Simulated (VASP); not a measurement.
The input files of a VASP run:

**INCAR**
```
SYSTEM = Sb
PREC = Accurate
ENCUT = 400
EDIFF = 1E-6
NELM = 100
ALGO = Normal
LREAL = .FALSE.
LASPH = .TRUE.
ISMEAR = 1
SIGMA = 0.1
GGA = PE
LMAXMIX = 4
LWAVE = .FALSE.
LCHARG = .FALSE.
ISIF = 2
```

POSCAR:
```
Sb
1
    4.0365043145    -2.1980947493     0.0000000000
    4.0364567466     2.1981060590     0.0000000000
    2.8394466017     0.0000000000     3.6142181967
Sb
2
Direct
  0.2335000000   0.2335000000   0.2335000000
  0.7665000000   0.7665000000   0.7665000000
```

File KPOINTS:
```
Automatic mesh
0
Gamma
8 8 8
0 0 0
```

POTCAR, in this order: Sb (PBE.64 set). Program: vasp_std.

The resulting files:

standard output:
```
 POSCAR found type information on POSCAR Sb
 POSCAR found :  1 types and       2 ions
 Reading from existing POTCAR
 Reading from existing POTCAR

 -----------------------------------------------------------------------------
|                                                                             |
|           W    W    AA    RRRRR   N    N  II  N    N   GGGG   !!!           |
|           W    W   A  A   R    R  NN   N  II  NN   N  G    G  !!!           |
|           W    W  A    A  R    R  N N  N  II  N N  N  G       !!!           |
|           W WW W  AAAAAA  RRRRR   N  N N  II  N  N N  G  GGG   !            |
|           WW  WW  A    A  R   R   N   NN  II  N   NN  G    G                |
|           W    W  A    A  R    R  N    N  II  N    N   GGGG   !!!           |
|                                                                             |
|     Inconsistent Bravais lattice types found for crystalline and            |
|     reciprocal lattice:                                                     |
|                                                                             |
|        Crystalline: rhombohedral (trigonal)                                 |
|        Reciprocal : base-centered monoclinic                                |
|                    (instead of rhombohedral (trigonal))                     |
|                                                                             |
|     In most cases this is due to inaccuracies in the specification of       |
|     the crytalline lattice vectors.                                         |
|                                                                             |
|     Suggested SOLUTIONS:                                                    |
|      ) Refine the lattice parameters of your structure,                     |
|      ) and/or try changing SYMPREC.                                         |
|                                                                             |
 -----------------------------------------------------------------------------

 LDA part: xc-table for (Slater+PW92), standard interpolation

 -----------------------------------------------------------------------------
|                                                                             |
|     EEEEEEE  RRRRRR   RRRRRR   OOOOOOO  RRRRRR      ###     ###     ###     |
|     E        R     R  R     R  O     O  R     R     ###     ###     ###     |
|     E        R     R  R     R  O     O  R     R     ###     ###     ###     |
|     EEEEE    RRRRRR   RRRRRR   O     O  RRRRRR       #       #       #      |
|     E        R   R    R   R    O     O  R   R                               |
|     E        R    R   R    R   O     O  R    R      ###     ###     ###     |
|     EEEEEEE  R     R  R     R  OOOOOOO  R     R     ###     ###     ###     |
|                                                                             |
|     IBZKPT: not all point group operations associated with the symmetry     |
|     operators of the crystalline lattice are members of the point group     |
|     of the reciprocal lattice.                                              |
|                                                                             |
|       ---->  I REFUSE TO CONTINUE WITH THIS SICK JOB ... BYE!!! <----       |
|                                                                             |
 -----------------------------------------------------------------------------
```

Question: Read input and log: which fault does this run have?
A) the lattice vectors carry noise near SYMPREC
B) ICHARG = 11 asks for a fixed density, but there is no CHGCAR
C) LDAUL, LDAUU and LDAUJ hold more entries than there are species
D) the mesh has unequal divisions along equivalent axes and breaks the lattice's symmetry

Answer: A, the lattice vectors carry noise near SYMPREC. VASP stops with an error: IBZKPT: not all point group operations associated with the symmetry operators of the crystalline lattice are members of the point group of the reciprocal lattice. ----> I REFUSE TO CONTINUE WITH THIS SICK JOB ... BYE!!! <----

To mend it, correct POSCAR.
### POSCAR
```
Sb
1
    4.0364890000    -2.1981000000     0.0000000000
    4.0364890000     2.1981000000     0.0000000000
    2.8394960000     0.0000000000     3.6141590000
Sb
2
Direct
  0.2335000000   0.2335000000   0.2335000000
  0.7665000000   0.7665000000   0.7665000000
```
The mended run (PBE GGA, plane waves, VASP's PBE PAW potentials (set 64)) converges, and its OSZICAR ends with
```
   1 F= -.82800092E+01 E0= -.82799179E+01  d E =-.273895E-03
```

The compound is Sb in the a7 structure. The cell was not relaxed at this level.
